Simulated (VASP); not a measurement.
A convergence study with VASP on SnO$_{2}$ (rutile): one setting is varied, all else stays as given below, so the limit is that of these other settings. ε∞ is the independent-particle value.

```
CELL_PARAMETERS angstrom
      4.74000     0.00000     0.00000
      0.00000     4.74000     0.00000
      0.00000     0.00000     3.19000
ATOMIC_POSITIONS crystal
  Sn 0.00000 0.00000 0.00000
  Sn 0.50000 0.50000 0.50000
  O  0.30700 0.30700 0.00000
  O  0.80700 0.19300 0.50000
  O  0.19300 0.80700 0.50000
  O  0.69300 0.69300 0.00000
```

Level of theory: LDA (Ceperley-Alder, Perdew-Zunger), VASP's LDA PAW potentials (set 64) (plane waves; VASP). The tightest run used: 700 eV cut-off, 4×4×6 Γ-centred mesh, Gaussian smearing of 0.050 eV, potentials Sn_d O.

```csv
setting,mean ε∞,bands
NBANDS = 27,2.42,27
NBANDS = 28,2.93,28
NBANDS = 30,3.59,30
NBANDS = 34,4.02,34
```

**Question.** These are the cheaper rows. Estimate the results at NBANDS = 154, and how far the last row shown lies from them.

**Answer.** 
```json
[
 {"quantity": "mean ε∞", "tightest run": "4.72", "last row shown is off by": "-0.70"}
]
```

Left out are rungs that failed or repeat a setting and relaxations that didn't move; long series are thinned to 24 rows.

The compound is SnO2 in the rutile structure. The cell was not relaxed at this level, forces remain on its atoms.
